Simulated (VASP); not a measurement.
Computed with r2SCAN meta-GGA, VASP's PBE PAW potentials (set 64) (plane waves; VASP).

Input for VASP

File KPOINTS_OPT:
```
k-points along high-symmetry lines
6
Line-mode
Reciprocal
  0.000000   0.000000   0.000000 ! GAMMA
  0.500000   0.000000   0.000000 ! M

  0.500000   0.000000   0.000000 ! M
  0.333333   0.333333   0.000000 ! K

  0.333333   0.333333   0.000000 ! K
  0.000000   0.000000   0.000000 ! GAMMA

  0.000000   0.000000   0.000000 ! GAMMA
  0.000000   0.000000   0.500000 ! A

  0.000000   0.000000   0.500000 ! A
  0.500000   0.000000   0.500000 ! L

  0.500000   0.000000   0.500000 ! L
  0.333333   0.333333   0.500000 ! H

  0.333333   0.333333   0.500000 ! H
  0.000000   0.000000   0.500000 ! A

  0.500000   0.000000   0.500000 ! L
  0.500000   0.000000   0.000000 ! M

  0.333333   0.333333   0.500000 ! H
  0.333333   0.333333   0.000000 ! K
```

File POSCAR:
```
Co2Ge
1
    4.0163603435    -0.0000000000     0.0000000000
   -2.0081801717     3.4782698574    -0.0000000000
    0.0000000000     0.0000000000     4.9097521220
Co Ge
4 2
Direct
  0.6666670000   0.3333330000   0.2500000000
  0.3333330000   0.6666670000   0.7500000000
  0.0000000000   0.0000000000   0.5000000000
  0.0000000000   0.0000000000   0.0000000000
  0.3333330000   0.6666670000   0.2500000000
  0.6666670000   0.3333330000   0.7500000000
```

INCAR:
```
ALGO=Normal
EDIFF=1E-7
ENCUT=400
ISIF=2
ISMEAR=-5
ISPIN=2
LASPH=.True.
LCHARG=.False.
LEFG=.True.
LMAXMIX=4
LMIXTAU=.True.
LORBIT=11
LREAL=.False.
LWAVE=.False.
METAGGA=R2SCAN
NEDOS=601
NELM=100
PREC=Accurate
SYSTEM=Co2Ge
```

KPOINTS:
```
kpoints
0
G
  10 10 7
```

POTCAR, in this order: Co Ge_d (PBE.64 set). Program: vasp_std. The INCAR's line for the spin-polarised start is left out here.

The run has a spin-polarised start.

What does the run give for the energy per atom (σ→0), cell moment, band gap (over mesh and band path)?

```yaml
energy per atom (σ→0): -13.380 eV/atom
cell_moment: 2.29 μB
band gap (over mesh and band path): none (metal, semimetal or under 0.01 eV)
```

File OSZICAR:
```
...
DAV:  24    -0.802792578653E+02    0.90863E-06   -0.61004E-07  9248   0.108E-02    0.293E-03
DAV:  25    -0.802792540888E+02    0.37765E-05   -0.25717E-07  5280   0.694E-03    0.202E-03
DAV:  26    -0.802792509506E+02    0.31382E-05   -0.13327E-07  5216   0.458E-03    0.722E-04
DAV:  27    -0.802792503143E+02    0.63629E-06   -0.10305E-07  5128   0.317E-03    0.303E-04
DAV:  28    -0.802792504843E+02   -0.16999E-06   -0.44028E-08  4616   0.155E-03    0.212E-04
DAV:  29    -0.802792505257E+02   -0.41357E-07   -0.10779E-08  4576   0.925E-04
   1 F= -.80279251E+02 E0= -.80279251E+02  d E =0.000000E+00  mag=     2.2899
       N       E                     dE             ncg
```

The structure comes from a computed database's Co2Ge entry (P6_3/mmc); how it stands against other phases isn't given here. It was relaxed first.
